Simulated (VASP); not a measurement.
A run of VASP 6.6.1:

Contents of INCAR:

```
SYSTEM = EuAgSeF
PREC = Accurate ; ENCUT = 520
EDIFF = 1E-7 ; ISMEAR = 0
SIGMA = 0.02 ; LREAL = .FALSE.
LASPH = .TRUE. ; NELM = 120
ALGO = Normal ; ISIF = 2
LWAVE = .FALSE. ; LCHARG = .FALSE.
ISPIN = 2 ; MAGMOM = 7 7 0 0 0 0 0 0
LORBIT = 11 ; LMAXMIX = 6
GGA = RP
```

Contents of KPOINTS:

```
regular mesh
0
G
  7 7 3
  0 0 0
```

POSCAR

```
EuAgSeF
4.1543
    0.999992778567      0.000000000000      0.000000000000
    0.000000000000      0.999992778567      0.000000000000
    0.000000000000      0.000000000000      2.218977926486
Eu Ag Se F
2 2 2 2
Direct
    0.0000000000      0.5000000000      0.6524200000
    0.5000000000      0.0000000000      0.3475800000
    0.5000000000      0.5000000000      0.0000000000
    0.0000000000      0.0000000000      0.0000000000
    0.5000000000      0.0000000000      0.8032000000
    0.0000000000      0.5000000000      0.1968000000
    0.5000000000      0.5000000000      0.5000000000
    0.0000000000      0.0000000000      0.5000000000
```

Potentials or basis: VASP PAW PBE potentials, release 64 (Eu, Ag, Se, F).

Command:

```bash
$ cat potpaw_PBE.64/Eu/POTCAR potpaw_PBE.64/Ag/POTCAR potpaw_PBE.64/Se/POTCAR potpaw_PBE.64/F/POTCAR > POTCAR
$ mpirun -np 1 vasp_std > vasp.out
```

Hardware: 1 thread of Intel(R) Xeon(R) Platinum 8559C (Emerald Rapids), with other jobs on the host.

Estimate the wall time of this run.

Wall time 8 min on 1 thread of Intel(R) Xeon(R) Platinum 8559C (Emerald Rapids) (shared host), peak memory 0.5 GiB. Counts: scf iterations 26, k points 20.
